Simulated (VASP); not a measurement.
An input for Ansatz (written as the equivalent of a VASP run, and not itself run):

Ansatz 0.2 input:
```yaml
crystal:
  lattice:
    - [2.1147180, 1.2209330, 13.7679500]
    - [-2.1147180, 1.2209330, 13.7679500]
    - [0.0000000, -2.4418660, 13.7679500]
  atoms:
    - { symbol: Ge, position: [0.0000000, 0.0000000, 0.0000000] }
    - { symbol: Sb, position: [0.4273000, 0.4273000, 0.4273000] }
    - { symbol: Sb, position: [0.5727000, 0.5727000, 0.5727000] }
    - { symbol: Te, position: [0.1327000, 0.1327000, 0.1327000] }
    - { symbol: Te, position: [0.8673000, 0.8673000, 0.8673000] }
    - { symbol: Te, position: [0.2898000, 0.2898000, 0.2898000] }
    - { symbol: Te, position: [0.7102000, 0.7102000, 0.7102000] }
kpoints:
  mp_grid: { grid: [5, 5, 5] }
hamiltonian:
  xc: pbe
  pseudopotentials: { kind: paw }
scf:
  occupations: { method: fermi_dirac, width: 0.1 }
  max_iter: 100
output: { forces: true, stress: true, eigenvalues: true }
```

Q: Write the VASP files for the same calculation (PBE).

A: Several could match; the one computed here: 
**POSCAR**
```
Ge(SbTe2)2
1
    2.1147180000     1.2209330000    13.7679500000
   -2.1147180000     1.2209330000    13.7679500000
    0.0000000000    -2.4418660000    13.7679500000
Ge Sb Te
1 2 4
Direct
  0.0000000000   0.0000000000   0.0000000000
  0.4273000000   0.4273000000   0.4273000000
  0.5727000000   0.5727000000   0.5727000000
  0.1327000000   0.1327000000   0.1327000000
  0.8673000000   0.8673000000   0.8673000000
  0.2898000000   0.2898000000   0.2898000000
  0.7102000000   0.7102000000   0.7102000000
```

INCAR:
```
ALGO  =  Normal
EDIFF  =  1E-6
ENCUT  =  180
GGA  =  PE
ISIF  =  2
ISMEAR  =  -1
LASPH  =  T
LCHARG  =  F
LMAXMIX  =  4
LREAL  =  F
LWAVE  =  F
NELM  =  100
PREC  =  Accurate
SIGMA  =  0.1
SYSTEM  =  Ge(SbTe2)2
```

File KPOINTS:
```
Automatic mesh
0
Gamma
5 5 5
0 0 0
```

POTCAR, in this order: Ge_d Sb Te (PBE.64 set). Program: vasp_std.

Limits of the translation: each code has its own PAW files, so the cut-off isn't converted (ENCUT is set for VASP's; basis.ecutwfc is left out, and Ansatz then takes the one that its files recommend); Ansatz stops its SCF on the density residual and VASP on the energy change (EDIFF).

The structure was generated: GeSb2Te4 was put into an ordered model structure, which need not be its known phase. The cell was not relaxed at this level. The run is one of a series of settings (ENCUT = 180 against the base run), some of them coarse on purpose.
